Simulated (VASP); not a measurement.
Computed with PBE GGA, VASP's PBE PAW potentials (set 64) (plane waves; VASP).

Input for VASP

**KPOINTS**
```
Automatic mesh
0
G
 7 7 1
```

File POSCAR:
```
ZnS
1
    3.8455550000     0.0000000000     0.0000000000
   -1.9227770000     3.3303480000     0.0000000000
    0.0000000000     0.0000000000    44.0316870000
Zn S
14 14
Direct
  0.6666670000   0.3333330000   0.0715000000
  0.3333330000   0.6666670000   0.5715000000
  0.0000000000   0.0000000000   0.6429000000
  0.0000000000   0.0000000000   0.1429000000
  0.3333330000   0.6666670000   0.7857000000
  0.6666670000   0.3333330000   0.2857000000
  0.0000000000   0.0000000000   0.3572000000
  0.0000000000   0.0000000000   0.8572000000
  0.6666670000   0.3333330000   0.9286000000
  0.3333330000   0.6666670000   0.4286000000
  0.3333330000   0.6666670000   0.2143000000
  0.6666670000   0.3333330000   0.7143000000
  0.3333330000   0.6666670000   0.0000000000
  0.6666670000   0.3333330000   0.5000000000
  0.3333330000   0.6666670000   0.4820000000
  0.6666670000   0.3333330000   0.9820000000
  0.3333330000   0.6666670000   0.0536000000
  0.6666670000   0.3333330000   0.5536000000
  0.6666670000   0.3333330000   0.3393000000
  0.3333330000   0.6666670000   0.8393000000
  0.0000000000   0.0000000000   0.4107000000
  0.0000000000   0.0000000000   0.9107000000
  0.6666670000   0.3333330000   0.7678000000
  0.3333330000   0.6666670000   0.2678000000
  0.0000000000   0.0000000000   0.1964000000
  0.0000000000   0.0000000000   0.6964000000
  0.6666670000   0.3333330000   0.1250000000
  0.3333330000   0.6666670000   0.6250000000
```

INCAR:
```
SYSTEM = ZnS
PREC = Accurate
ENCUT = 300
EDIFF = 1E-6
NELM = 100
ALGO = Normal
LREAL = Auto
LASPH = .TRUE.
ISMEAR = -1
SIGMA = 0.02
GGA = PE
LMAXMIX = 4
LWAVE = .FALSE.
LCHARG = .FALSE.
ISIF = 2
```

POTCAR, in this order: Zn S (PBE.64 set). Program: vasp_std.

Output of the run:

**OSZICAR**
```
       N       E                     dE             d eps       ncg     rms          rms(c)
DAV:   1     0.183906736484E+04    0.18391E+04   -0.80485E+04  2416   0.136E+03
DAV:   2     0.209182373866E+03   -0.16299E+04   -0.15564E+04  2416   0.366E+02
DAV:   3    -0.828588728779E+02   -0.29204E+03   -0.28386E+03  2672   0.145E+02
DAV:   4    -0.101414707136E+03   -0.18556E+02   -0.18411E+02  2753   0.381E+01
DAV:   5    -0.101827850812E+03   -0.41314E+00   -0.41216E+00  2816   0.574E+00    0.259E+01
DAV:   6    -0.956615865502E+02    0.61663E+01   -0.12229E+01  3521   0.408E+01    0.196E+01
DAV:   7    -0.965505618323E+02   -0.88898E+00   -0.22779E+01  2752   0.976E+00    0.663E+00
DAV:   8    -0.959266964682E+02    0.62387E+00   -0.20891E+00  3008   0.706E+00    0.253E+00
DAV:   9    -0.958810826354E+02    0.45614E-01   -0.66031E-01  3056   0.367E+00    0.797E-01
DAV:  10    -0.958819988400E+02   -0.91620E-03   -0.32269E-02  2880   0.173E+00    0.629E-01
DAV:  11    -0.958824742126E+02   -0.47537E-03   -0.41992E-03  2768   0.236E-01    0.587E-01
DAV:  12    -0.958849370607E+02   -0.24628E-02   -0.54995E-03  3416   0.565E-01    0.242E-01
DAV:  13    -0.958841084699E+02    0.82859E-03   -0.31522E-03  2912   0.418E-01    0.226E-01
DAV:  14    -0.958840389675E+02    0.69502E-04   -0.62024E-04  2992   0.108E-01    0.140E-01
DAV:  15    -0.958840475140E+02   -0.85465E-05   -0.85360E-05  2736   0.401E-02    0.128E-01
DAV:  16    -0.958840421691E+02    0.53449E-05   -0.90159E-07  1624   0.269E-02    0.123E-01
DAV:  17    -0.958839580358E+02    0.84133E-04   -0.16678E-04  3072   0.172E-01    0.666E-02
DAV:  18    -0.958839532353E+02    0.48004E-05   -0.70864E-05  3096   0.262E-02    0.375E-02
DAV:  19    -0.958839492331E+02    0.40023E-05   -0.10304E-05  2456   0.513E-02    0.272E-02
DAV:  20    -0.958839474599E+02    0.17732E-05   -0.89576E-06  3000   0.388E-02    0.185E-02
DAV:  21    -0.958839463962E+02    0.10637E-05   -0.29558E-06  1752   0.253E-02    0.123E-02
DAV:  22    -0.958839452481E+02    0.11480E-05   -0.21814E-06  1777   0.323E-02    0.536E-03
DAV:  23    -0.958839451686E+02    0.79490E-07   -0.15383E-06  1472   0.681E-03
   1 F= -.95883945E+02 E0= -.95883945E+02  d E =-.591592E-11
```

### OUTCAR
```
------------------------ aborting loop because EDIFF is reached ----------------------------------------
  FORCE on cell =-STRESS in cart. coord.  units (eV):
  Direction    XX          YY          ZZ          XY          YZ          ZX
  --------------------------------------------------------------------------------------
  Total        0.1563521      0.1563521     -0.1539263      0.0000000      0.0000000      0.0000000
  in kB        0.4442224      0.4442223     -0.4373302      0.0000001      0.0000000      0.0000000
  external PRESSURE =       0.1503715 kB  Pullay stress =       0.0000000 kB
  volume of cell :      563.92
      direct lattice vectors                 reciprocal lattice vectors
     3.845555000  0.000000000  0.000000000     0.260040488  0.150134421  0.000000000
    -1.922777000  3.330348000  0.000000000     0.000000000  0.300268921  0.000000000
     0.000000000  0.000000000 44.031687000     0.000000000  0.000000000  0.022710917
  FREE ENERGIE OF THE ION-ELECTRON SYSTEM (eV)
  ---------------------------------------------------
  free  energy   TOTEN  =       -95.8839451686 eV

  energy  without entropy=      -95.8839451686  energy(sigma->0) =      -95.88394517
```
(Selected blocks of OUTCAR.)

At this cut-off the stress carries a Pulay error, which pulls relaxed volumes low.

The structure comes from a computed database's ZnS entry; how it stands against other phases isn't given here. The cell was not relaxed at this level.
